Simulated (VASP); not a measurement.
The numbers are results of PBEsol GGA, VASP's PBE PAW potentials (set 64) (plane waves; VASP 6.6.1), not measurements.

VASP input:

### KPOINTS
```
Automatic mesh
0
Gamma
11 11 11
0 0 0
```

POSCAR:
```
CuZn
1
    2.9069129818    -0.0000000000    -0.0000000000
    0.0000000000     2.9069129818     0.0000000000
   -0.0000000000    -0.0000000000     2.9069129818
Zn Cu
1 1
Direct
  0.5000000000   0.5000000000   0.5000000000
  0.0000000000   0.0000000000   0.0000000000
```

INCAR:
```
# general
SYSTEM  = CuZn
PREC    = Accurate
ENCUT   = 400   # plane-wave cut-off (eV)
LREAL   = .False.   # projection in real space or not
LASPH   = .True.   # aspherical one-centre terms

# electronic loop
EDIFF   = 1E-6
NELM    = 100
ALGO    = Normal   # blocked Davidson
LMAXMIX = 4   # l cut-off of mixed one-centre charges

# smearing
ISMEAR  = 1   # Methfessel-Paxton
SIGMA   = 0.1   # width (eV)

# functional
GGA     = PS   # PBEsol

# ions
IBRION  = 2
NSW     = 60   # most ionic steps
ISIF    = 3
EDIFFG  = -0.01

# output
LWAVE   = .False.
LCHARG  = .False.
```

POTCAR, in this order: Zn Cu (PBE.64 set). Program: vasp_std.

Output

### OSZICAR
```
       N       E                     dE             d eps       ncg     rms          rms(c)
DAV:   1     0.998973018947E+02    0.99897E+02   -0.99141E+03  1744   0.215E+03
DAV:   2    -0.493030232953E+01   -0.10483E+03   -0.10220E+03  1680   0.307E+02
DAV:   3    -0.743355142408E+01   -0.25032E+01   -0.24989E+01  2128   0.647E+01
DAV:   4    -0.744895441619E+01   -0.15403E-01   -0.15399E-01  1876   0.436E+00
DAV:   5    -0.744918191115E+01   -0.22749E-03   -0.22749E-03  2268   0.574E-01    0.106E+01
DAV:   6    -0.718361465104E+01    0.26557E+00   -0.20551E+01  1853   0.121E+02    0.647E+00
DAV:   7    -0.610564718745E+01    0.10780E+01   -0.44506E+00  1827   0.126E+02    0.238E+00
DAV:   8    -0.611089880999E+01   -0.52516E-02   -0.25340E-01  2188   0.695E+00    0.136E+00
DAV:   9    -0.609972881192E+01    0.11170E-01   -0.20683E-02  2130   0.376E+00    0.757E-02
DAV:  10    -0.609969486924E+01    0.33943E-04   -0.49779E-04  1932   0.285E-01    0.237E-02
DAV:  11    -0.609969950880E+01   -0.46396E-05   -0.87221E-06  2086   0.360E-02    0.113E-02
DAV:  12    -0.609969905413E+01    0.45467E-06   -0.50406E-07  1260   0.245E-02
   1 F= -.60996991E+01 E0= -.60997302E+01  d E =-.609970E+01
```

File OUTCAR:
```
------------------------ aborting loop because EDIFF is reached ----------------------------------------
  FORCE on cell =-STRESS in cart. coord.  units (eV):
  Direction    XX          YY          ZZ          XY          YZ          ZX
  --------------------------------------------------------------------------------------
  Total       -0.0154680     -0.0154680     -0.0154680      0.0000000     -0.0000000      0.0000000
  in kB       -1.0089013     -1.0089013     -1.0089013      0.0000000     -0.0000000      0.0000000
  external PRESSURE =      -1.0089013 kB  Pullay stress =       0.0000000 kB
  volume of cell :       24.56
      direct lattice vectors                 reciprocal lattice vectors
     2.906912982  0.000000000  0.000000000     0.344007546  0.000000000  0.000000000
     0.000000000  2.906912982  0.000000000     0.000000000  0.344007546  0.000000000
     0.000000000  0.000000000  2.906912982     0.000000000  0.000000000  0.344007546
 POSITION                                       TOTAL-FORCE (eV/Angst)
 -----------------------------------------------------------------------------------
      1.45346      1.45346      1.45346         0.000000      0.000000      0.000000
      0.00000      0.00000      0.00000         0.000000      0.000000      0.000000
 -----------------------------------------------------------------------------------
    total drift:                               -0.000000      0.000000     -0.000000
  FREE ENERGIE OF THE ION-ELECTRON SYSTEM (eV)
  ---------------------------------------------------
  free  energy   TOTEN  =        -6.0996990541 eV

  energy  without entropy=       -6.0997925191  energy(sigma->0) =       -6.09973021

 reached required accuracy - stopping structural energy minimisation
```
(Selected blocks of OUTCAR.)

OUTCAR:
```
 val. band max:        5.5284958911   @ k =   0.3636   0.2727   0.0909

 cond. band min:       5.6855251027   @ k =   0.4545   0.3636   0.3636


 Fermi energy:         5.6612177751

 k-point     1 :       0.0000    0.0000    0.0000
  band No.  band energies     occupation
      1      -4.9338      2.00000
      2      -2.2180      2.00000
      3      -2.2180      2.00000
      4      -1.4528      2.00000
      5      -1.4528      2.00000
      6      -1.4528      2.00000
      7       2.0587      2.00000
      8       2.0587      2.00000
      9       2.9430      2.00000
     10       2.9430      2.00000
     11       2.9430      2.00000
     12      12.0722      0.00000
     13      12.0722      0.00000
     14      12.0722      0.00000
     15      17.2534      0.00000

 k-point     2 :       0.0909    0.0000    0.0000
  band No.  band energies     occupation
      1      -4.7801      2.00000
      2      -2.1983      2.00000
      3      -2.1834      2.00000
      4      -1.4665      2.00000
      5      -1.4665      2.00000
      6      -1.4452      2.00000
      7       2.0477      2.00000
      8       2.0728      2.00000
      9       2.8891      2.00000
     10       2.8891      2.00000
     11       2.9364      2.00000
     12      10.7394      0.00000
     13      12.3092      0.00000
     14      12.3092      0.00000
     15      17.3330      0.00000

 k-point     3 :       0.1818    0.0000    0.0000
  band No.  band energies     occupation
      1      -4.3276      2.00000
      2      -2.1447      2.00000
      3      -2.0841      2.00000
      4      -1.5036      2.00000
      5      -1.5036      2.00000
      6      -1.4249      2.00000
      7       2.0177      2.00000
      8       2.0956      2.00000
      9       2.7510      2.00000
     10       2.7510      2.00000
     11       2.9184      2.00000
     12       8.4211      0.00000
     13      12.9937      0.00000
     14      12.9937      0.00000
     15      17.5753      0.00000
...
```

The compound is CuZn in the CsCl type structure. It was relaxed first. The start is the result of an earlier pass. The electron count is odd and the run is not spin-polarised, which forces a metal.
